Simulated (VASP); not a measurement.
# PtBr2 (R-3m) in VASP: a series of runs

One crystal, PtBr2, is run at these levels: LDA; tasks: single point.

Everything below comes from runs of VASP 6.6.1. Logs are shortened: lines on timing, memory, paths and dates and some standing lists are left out, and cuts for length are marked.

### 1 The crystal as given

The structure is trigonal, space group R-3m (No. 166). Conventional cell: a = 4.055 Å, b = 4.055 Å, c = 18.391 Å, α = 90.00°, β = 90.00°, γ = 120.00°. Around Pt (site symmetry -3m) lie 6 Br at 2.78 Å. Around Br (site symmetry 3m) lie 3 Pt at 2.78 Å.

The cell was built by a generator and needn't be a form met in nature.

### 2 Single point, LDA, collinear spin, ferromagnetic start

The input, INCAR:

```
SYSTEM = PtBr2
PREC = Accurate ; ENCUT = 520
EDIFF = 1E-6 ; ISMEAR = 0
SIGMA = 0.05 ; LREAL = .FALSE.
LASPH = .TRUE. ; NELM = 80
ALGO = Normal ; ISIF = 2
LWAVE = .FALSE. ; LCHARG = .TRUE.
ISPIN = 2 ; MAGMOM = 0.5 0 0
LORBIT = 11 ; LMAXMIX = 4
LELF = .TRUE. ; LVHAR = .TRUE.
```

The input, KPOINTS:

```
Automatic mesh
0
G
  6 6 6
  0 0 0
```

The input, POSCAR:

```
PtBr2
1.0
    2.0275947800      1.1706323900      6.1301826500
   -2.0275947800      1.1706323900      6.1301826500
    0.0000000000     -2.3412647800      6.1301826500
Pt Br
1 2
Direct
    0.0000000000      0.0000000000      0.0000000000
    0.2520000000      0.2520000000      0.2520000000
    0.7480000000      0.7480000000      0.7480000000
```

Potentials or basis: VASP PAW LDA potentials, release 64 (Pt, Br).

The run is started by

```console
$ cat potpaw_LDA.64/Pt/POTCAR potpaw_LDA.64/Br/POTCAR > POTCAR
$ mpirun -np 1 vasp_std > vasp.out
```

OUTCAR:

```text
SYSTEM = PtBr2
   PREC = Accurate
   ENCUT = 520
   EDIFF = 1E-6
   ISMEAR = 0
   LREAL = .FALSE.
   LASPH = .TRUE.
   NELM = 80
   ISIF = 2
   ISPIN = 2
   LORBIT = 11

 ion  position               nearest neighbor table
   1  0.000  0.000  0.000-   3 2.78   2 2.78   3 2.78   3 2.78   2 2.78   2 2.78
   2  0.252  0.252  0.252-   1 2.78   1 2.78   1 2.78
   3  0.748  0.748  0.748-   1 2.78   1 2.78   1 2.78

  LATTYP: Found a trigonal (rhomboedric) cell.
 ALAT       =     6.5620621840
 COS(alpha) =     0.8090535272

  Lattice vectors:

 A1 = (   2.0275947800,   1.1706323900,   6.1301826500)
 A2 = (  -2.0275947800,   1.1706323900,   6.1301826500)
 A3 = (   0.0000000000,  -2.3412647800,   6.1301826500)

Analysis of symmetry for initial positions (statically):
=====================================================================
 Subroutine PRICEL returns:
 Original cell was already a primitive cell.

 Routine SETGRP: Setting up the symmetry group for a
 trigonal (rhombohedral) supercell.

 Subroutine GETGRP returns: Found 12 space group operations
 (whereof 12 operations were pure point group operations)
 out of a pool of 12 trial point group operations.

The static configuration has the point symmetry D_3d.

Analysis of symmetry for dynamics (positions and initial velocities):
=====================================================================
 Subroutine PRICEL returns:
 Original cell was already a primitive cell.

 Routine SETGRP: Setting up the symmetry group for a
 trigonal (rhombohedral) supercell.

 Subroutine GETGRP returns: Found 12 space group operations
 (whereof 12 operations were pure point group operations)
 out of a pool of 12 trial point group operations.

The dynamic configuration has the point symmetry D_3d.

Analysis of structural, dynamic, and magnetic symmetry:
=====================================================================
 Subroutine PRICEL returns:
 Original cell was already a primitive cell.

 Routine SETGRP: Setting up the symmetry group for a
 trigonal (rhombohedral) supercell.

 Subroutine GETGRP returns: Found 12 space group operations
 (whereof 12 operations were pure point group operations)
 out of a pool of 12 trial point group operations.

The overall configuration has the point symmetry D_3d.

 Subroutine INISYM returns: Found 12 space group operations
 (whereof 12 operations are pure point group operations),
 and found     1 'primitive' translations

----------------------------------------------------------------------------------------

                                     Primitive cell

  volume of cell :      87.3024

  direct lattice vectors                    reciprocal lattice vectors
     2.027594780  1.170632390  6.130182650     0.246597597  0.142373189  0.054375759
    -2.027594780  1.170632390  6.130182650    -0.246597597  0.142373189  0.054375759
     0.000000000 -2.341264780  6.130182650     0.000000000 -0.284746378  0.054375759

  length of vectors
     6.562062184  6.562062184  6.562062183     0.289891743  0.289891743  0.289891744

  position of ions in fractional coordinates (direct lattice)
     0.000000000  0.000000000  0.000000000
     0.252000000  0.252000000  0.252000000
     0.748000000  0.748000000  0.748000000

  ion indices of the primitive-cell ions
   primitive index   ion index
                 1           1
                 2           2
                 3           3

----------------------------------------------------------------------------------------

 KPOINTS: Automatic mesh

Automatic generation of k-mesh.
 Grid dimensions read from file:
 generate k-points for:    6    6    6

 Generating k-lattice:

  Cartesian coordinates                     Fractional coordinates (reciprocal lattice)
     0.041099599  0.023728865  0.009062626     0.166666667  0.000000000  0.000000000
    -0.041099599  0.023728865  0.009062626     0.000000000  0.166666667  0.000000000
     0.000000000 -0.047457730  0.009062626     0.000000000  0.000000000  0.166666667

  Length of vectors
     0.048315291  0.048315291  0.048315291

  Shift w.r.t. Gamma in fractional coordinates (k-lattice)
     0.000000000  0.000000000  0.000000000

 Subroutine IBZKPT returns following result:
 ===========================================

 Found     32 irreducible k-points:

 Following reciprocal coordinates:
            Coordinates               Weight
  0.000000  0.000000  0.000000      1.000000
  0.166667  0.000000  0.000000      6.000000
  0.333333 -0.000000  0.000000      6.000000
  0.500000  0.000000  0.000000      3.000000
  0.166667  0.166667  0.000000      6.000000
  0.333333  0.166667  0.000000     12.000000
[... 16 lines left out ...]
  0.500000  0.500000  0.166667      6.000000
 -0.333333  0.500000  0.166667     12.000000
 [... further k-points ...]
   k-points           NKPTS =     32   k-points in BZ     NKDIM =     32   number of bands    NBANDS=     16
   number of dos      NEDOS =    301   number of ions     NIONS =      3
   total plane-waves  NPLWV = 125000
   dimension x,y,z NGX =    50 NGY =   50 NGZ =   50
   dimension x,y,z NGXF=   100 NGYF=  100 NGZF=  100
   ions per type =               1   2
   NGX,Y,Z   is equivalent  to a cutoff of  12.67, 12.67, 12.67 a.u.
   NGXF,Y,Z  is equivalent  to a cutoff of  25.33, 25.33, 25.33 a.u.
 SYSTEM =  PtBr2
   PREC   = accura    normal or accurate (medium, high low for compatibility)
   ISTART =      0    job   : 0-new  1-cont  2-samecut
   ICHARG =      2    charge: 1-file 2-atom 10-const
   ISPIN  =      2    spin polarized calculation?
   LNONCOLLINEAR =      F non collinear calculations
   LSORBIT =      F    spin-orbit coupling
   LASPH  =      T    aspherical Exc in radial PAW
   ENCUT  =  520.0 eV  38.22 Ry    6.18 a.u.  12.20 12.20 12.20*2*pi/ulx,y,z
   NELM   =     80;   NELMIN=  2; NELMDL= -5     # of ELM steps
   EDIFF  = 0.1E-05   stopping-criterion for ELM
   LREAL  =      F    real-space projection
   EDIFFG = 0.1E-04   stopping-criterion for IOM
   NSW    =      0    number of steps for IOM
   IBRION =     -1    ionic relax: 0-MD 1-quasi-New 2-CG
   NFREE  =      0    steps in history (QN), initial steepest desc. (CG)
   ISIF   =      2    stress and relaxation
   ISYM   =      2    0-nonsym 1-usesym 2-fastsym
   POTIM  = 0.5000    time-step for ionic-motion
   TEBEG  =    0.0;   TEEND  =   0.0 temperature during run
   PSTRESS=    0.0 pullay stress
   NELECT =      24.0000    total number of electrons
   NUPDOWN=      -1.0000    fix difference up-down
   EMIN   =  10.00;   EMAX   =-10.00  energy-range for DOS
   EFERMI =   0.00;   METHOD = LEGACY
   ISMEAR =     0;   SIGMA  =   0.05  broadening in eV -4-tet -1-fermi 0-gaus
   EFERMI_NEDOS =   21; number of points for ismear=-14 and -15
   IALGO  =     38    algorithm
   IMIX   =      4    mixing-type and parameters
     AMIX     =   0.40;   BMIX     =  1.00
     AMIX_MAG =   1.60;   BMIX_MAG =  1.00
  volume/ion in A,a.u.               =      29.10       196.38
  Fermi-wavevector in a.u.,A,eV,Ry     =   1.064477  2.011571 15.416927  1.133112
  Thomas-Fermi vector in A             =   2.199997
   LORBIT       =     11    0 simple, 1 ext, 2 COOP (PROOUT), +10 PAW based schemes
   GGA     = CA    functional components
   LHFCALC =     F    Hartree Fock is set to
   AEXX    =    0.0000 exact exchange contribution
   IVDW    =     0    specifies the selected vdW correction
   LEPSILON=     F    determine dielectric tensor
   LRPA    =     F    only Hartree local field effects (RPA)
 spin polarized calculation
 Gauss-broadening in eV      SIGMA  =   0.05
  energy-cutoff  :      520.00
  volume of cell :       87.30
 maximum number of plane-waves:      2373
 NGX is ok and might be reduce to    50
   NGX = 25   NGY = 25   NGZ = 25

 number of electron      23.9999998 magnetization       1.7422599

 Free energy of the ion-electron system (eV)
  ---------------------------------------------------
  ext. energy  EPLUGINS =         0.00000000
  ---------------------------------------------------
  free energy    TOTEN  =       -10.83974392 eV

  energy without entropy =      -10.83458043  energy(sigma->0) =      -10.83716217

 E-fermi :   2.2079     XC(G=0):  -9.2018

 val. band max:        2.2014869438   @ k =   0.5000   0.5000   0.1667
 cond. band min:       2.2124544869   @ k =   0.5000   0.3333   0.3333
 fundamental gap:      0.0109675431
 Fermi energy:         2.2078657478

 spin component 1

 k-point     1 :       0.0000    0.0000    0.0000
  band No.  band energies     occupation
      1     -13.4983      1.00000
      2     -12.8585      1.00000
      3      -3.2971      1.00000
      4      -2.3739      1.00000
      5      -2.3739      1.00000
      6      -0.0810      1.00000
[... 8 lines left out ...]
     15       6.2796      0.00000
     16       9.2813      0.00000
[... 420 lines left out ...]
  band No.  band energies     occupation
      1     -12.9758      1.00000
      2     -12.9402      1.00000
      3      -3.2684      1.00000
      4      -2.4509      1.00000
      5      -2.1533      1.00000
      6      -1.8015      1.00000
[... 8 lines left out ...]
     15       7.6368      0.00000
     16       8.7074      0.00000

 [... further k-points ...]

 spin component 2

 k-point     1 :       0.0000    0.0000    0.0000
  band No.  band energies     occupation
      1     -13.2446      1.00000
      2     -12.5946      1.00000
      3      -3.0722      1.00000
      4      -1.9368      1.00000
      5      -1.9368      1.00000
      6       0.1838      1.00000
[... 8 lines left out ...]
     15       6.4014      0.00000
     16       9.4499      0.00000
[... 420 lines left out ...]
  band No.  band energies     occupation
      1     -12.7133      1.00000
      2     -12.6732      1.00000
      3      -3.0469      1.00000
      4      -2.1970      1.00000
      5      -1.7308      1.00000
      6      -1.4601      1.00000
[... 8 lines left out ...]
     15       7.7806      0.00000
     16       8.8771      0.00000

 [... further k-points ...]

------------------------ aborting loop because EDIFF is reached ----------------------------------------

  FORCE on cell =-STRESS in cart. coord.  units (eV):
  Direction    XX          YY          ZZ          XY          YZ          ZX
  --------------------------------------------------------------------------------------
  -------------------------------------------------------------------------------------
  Total       -5.2742316     -5.2742316     -4.6152605      0.0000000      0.0000000      0.0000000
  in kB      -96.7928803    -96.7928800    -84.6994190      0.0000000      0.0000000      0.0000000
  external PRESSURE =     -92.7617264 kB  Pullay stress =       0.0000000 kB

 VOLUME and BASIS-vectors are now :
 -----------------------------------------------------------------------------
  energy-cutoff  :      520.00
  volume of cell :       87.30
      direct lattice vectors                 reciprocal lattice vectors
     2.027594780  1.170632390  6.130182650     0.246597597  0.142373189  0.054375759
    -2.027594780  1.170632390  6.130182650    -0.246597597  0.142373189  0.054375759
     0.000000000 -2.341264780  6.130182650     0.000000000 -0.284746378  0.054375759

 POSITION                                       TOTAL-FORCE (eV/Angst)
 -----------------------------------------------------------------------------------
      0.00000      0.00000      0.00000        -0.000000      0.000000     -0.000000
      0.00000      0.00000      4.63442         0.000000     -0.000000      1.316245
      0.00000      0.00000     13.75613         0.000000     -0.000000     -1.316245
 -----------------------------------------------------------------------------------
    total drift:                                0.000000      0.000000     -0.000000

  FREE ENERGIE OF THE ION-ELECTRON SYSTEM (eV)
  ---------------------------------------------------
  free  energy   TOTEN  =       -10.8397439168 eV

  energy  without entropy=      -10.8345804287  energy(sigma->0) =      -10.83716217

 total charge

# of ion       s       p       d       tot
------------------------------------------
    1        0.451   0.287   8.051   8.788
    2        1.626   3.077   0.029   4.732
    3        1.626   3.077   0.029   4.732
--------------------------------------------------
tot          3.702   6.442   8.109  18.253

 magnetization (x)

# of ion       s       p       d       tot
------------------------------------------
    1        0.001   0.001   0.981   0.983
    2        0.011   0.252   0.005   0.267
    3        0.011   0.252   0.005   0.267
--------------------------------------------------
tot          0.023   0.504   0.990   1.517
```

It took 5.9 min on 1 thread of Intel Xeon Platinum 8488C (Sapphire Rapids), shared host; peak memory 0.34 GiB.

What came out:

```yaml
Free_energy: -10.8397 eV
Pressure: -9.3 GPa
Largest_force: 1.316 eV/Å
Band_gap_on_the_k_mesh: none (metal or under the smearing width)
Net_moment: 1.74 μB per cell
Site_moments: Pt +0.98; Br +0.27 μB
Valence_electrons_inside_the_program's_atomic_spheres: Pt 8.79; Br 4.73
```

Forces in eV/Å, atoms in the order of the input:
```
Pt   0.000  0.000  0.000
Br   0.000  0.000  1.316
Br   0.000  0.000 -1.316
```

Levels at points of the mesh, in eV from the Fermi level:
Spin up:
```tsv
k point	band 10	band 11	band 12	band 13	band 14	band 15	band 16
(0.00, 0.00, 0.00)	-1.86	-1.81	-0.02	-0.02	1.30	4.07	7.07
(0.50, 0.00, 0.00)	-1.93	-1.82	-0.38	-0.16	2.97	5.27	7.21
(0.50, 0.50, 0.00)	-1.93	-1.81	0.04	0.08	2.20	4.48	7.44
(0.50, 0.50, 0.50)	-2.29	-1.87	0.09	0.09	2.74	4.13	7.49
```
Spin down:
```tsv
k point	band 7	band 8	band 9	band 10	band 11	band 12	band 13	band 14	band 15	band 16
(0.00, 0.00, 0.00)	-2.02	-1.87	-1.87	-1.60	-1.44	0.52	0.52	1.52	4.19	7.24
(0.50, 0.00, 0.00)	-3.01	-2.82	-1.82	-1.51	-1.42	0.21	0.39	3.26	5.42	7.37
(0.50, 0.50, 0.00)	-3.05	-2.57	-1.94	-1.50	-1.42	0.60	0.63	2.46	4.60	7.61
(0.50, 0.50, 0.50)	-2.17	-2.17	-1.86	-1.86	-1.51	0.62	0.62	3.00	4.26	7.66
```

Caveat: forces of over 1 eV/Å show positions far from the minimum, so gaps and moduli don't describe the material at rest. The run has no spin-orbit coupling, so splittings on Pt are missing.

### 3 Single point, LDA, collinear spin, random start

The input, INCAR:

```
PREC     = Accurate       # precision mode
ENCUT    = 520            # plane-wave cutoff, eV
EDIFF    = 1E-6           # SCF threshold, eV
ISMEAR   = 0              # smearing method
SIGMA    = 0.05           # smearing width, eV
LREAL    = False          # projectors in reciprocal space
LASPH    = True           # aspherical terms in the spheres
NELM     = 60             # most SCF steps
ALGO     = Normal         # electronic algorithm
ISIF     = 2              # what is computed and relaxed
LWAVE    = False          # write WAVECAR
LCHARG   = True           # write CHGCAR
ISPIN    = 2              # spin polarisation
MAGMOM   = 0.42 0 0       # initial moments
LORBIT   = 11             # projections on sites
LMAXMIX  = 4              # l up to which the mixer works
LELF     = True           # ELF
LVHAR    = True         
NBANDS   = 23             # bands
```

The input, KPOINTS:

```
Automatic mesh
0
Gamma
  6 6 6
```

POSCAR is that of step 2.

Potentials or basis: VASP PAW LDA potentials, release 64 (Pt, Br).

The run is started by

```console
$ cat potpaw_LDA.64/Pt/POTCAR potpaw_LDA.64/Br/POTCAR > POTCAR
$ mpirun -np 1 vasp_std > vasp.out
```

Run time: 11 min. Hardware: 1 thread of Intel Xeon Platinum 8488C (Sapphire Rapids), shared host; peak memory 0.37 GiB.

The run converged. Its results:

| Item | Value |
| --- | --- |
| Free energy | -10.8160 eV |
| Pressure | -10.2 GPa |
| Largest force | 1.342 eV/Å |
| Band gap on the k mesh | none (metal or under the smearing width) |
| Net moment | 0.01 μB per cell |
| Valence electrons inside the program's atomic spheres | Pt 8.81; Br 4.72 |

Forces in eV/Å, atoms in the order of the input:
```
Pt   0.000  0.000  0.000
Br   0.000  0.000  1.342
Br   0.000  0.000 -1.342
```

Stress tensor (GPa, compression positive):
```
-10.48   0.00   0.00
  0.00 -10.48   0.00
  0.00   0.00  -9.76
```

Levels at points of the mesh, in eV from the Fermi level:
Spin up:
```csv
k point,band 9,band 10,band 11,band 12,band 13,band 14,band 15,band 16
"(0.00, 0.00, 0.00)",-2.05,-1.85,-1.60,0.19,0.19,1.35,4.07,7.10
"(0.50, 0.00, 0.00)",-2.01,-1.69,-1.59,-0.11,0.07,3.05,5.28,7.21
"(0.50, 0.50, 0.00)",-2.12,-1.69,-1.59,0.28,0.30,2.27,4.47,7.46
"(0.50, 0.50, 0.50)",-2.05,-2.05,-1.67,0.30,0.30,2.81,4.12,7.52
```
Spin down:
```csv
k point,band 9,band 10,band 11,band 12,band 13,band 14,band 15,band 16
"(0.00, 0.00, 0.00)",-2.05,-1.85,-1.60,0.20,0.20,1.35,4.07,7.10
"(0.50, 0.00, 0.00)",-2.01,-1.69,-1.59,-0.10,0.07,3.05,5.28,7.21
"(0.50, 0.50, 0.00)",-2.12,-1.69,-1.58,0.28,0.31,2.27,4.47,7.47
"(0.50, 0.50, 0.50)",-2.05,-2.05,-1.67,0.30,0.30,2.81,4.12,7.52
```

Caveat: forces of over 1 eV/Å show positions far from the minimum, so gaps and moduli don't describe the material at rest. Spin-orbit coupling is left out, which matters for the levels of Pt.
